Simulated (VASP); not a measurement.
FTl: atomic charges with PBE+TS

FTl, in a box:

```
CELL_PARAMETERS angstrom
9.00000 0.00000 0.00000
0.00000 9.00000 0.00000
0.00000 0.00000 12.00000
ATOMIC_POSITIONS crystal
F 0.50144 0.50233 0.41598
Tl 0.50144 0.50233 0.58968
```

- Program: VASP 6.6.1
- Task: atomic charges
- Functional: PBE
- Dispersion: TS
- Potentials or basis: VASP PAW PBE potentials, release 64 (F, Tl_d)
- Cutoff: 520 eV
- k mesh: 1 × 1 × 1
- Occupations: gaussian, width 0.01 eV
- Spin: no spin polarisation
- Further INCAR settings: ALGO = Fast; EDIFF = 1e-07

```
Largest force                                         : 0.691 eV/Å
Gap between the frontier levels                       : 4.50 eV
Valence electrons inside the program's atomic spheres : F 6.04; Tl 11.16
Hirshfeld charges                                     : F -0.42; Tl +0.42 e
Dispersion energy per atom                            : -0.001 eV
```

Forces in eV/Å, atoms in the order of the input:
```
F    0.000  0.000 -0.691
Tl   0.000  0.000  0.691
```

Levels at points of the mesh, in eV from the valence-band top:
| k point | band 6 | band 7 | band 8 | band 9 | band 10 | band 11 | band 12 | band 13 | band 14 |
| --- | --- | --- | --- | --- | --- | --- | --- | --- | --- |
| (0.00, 0.00, 0.00) | -8.81 | -3.51 | -0.53 | -0.53 | 0.00 | 4.50 | 4.50 | 5.97 | 6.17 |

Wall time 68 s on 1 thread of Intel(R) Xeon(R) 6975P-C (Granite Rapids), on a shared host, peak memory 0.83 GiB.

Caveat: spin-orbit coupling is left out, which as a rule narrows the gap of such compounds by several tenths of an eV. PBE gaps usually lie below the measured ones, often by a third to a half.
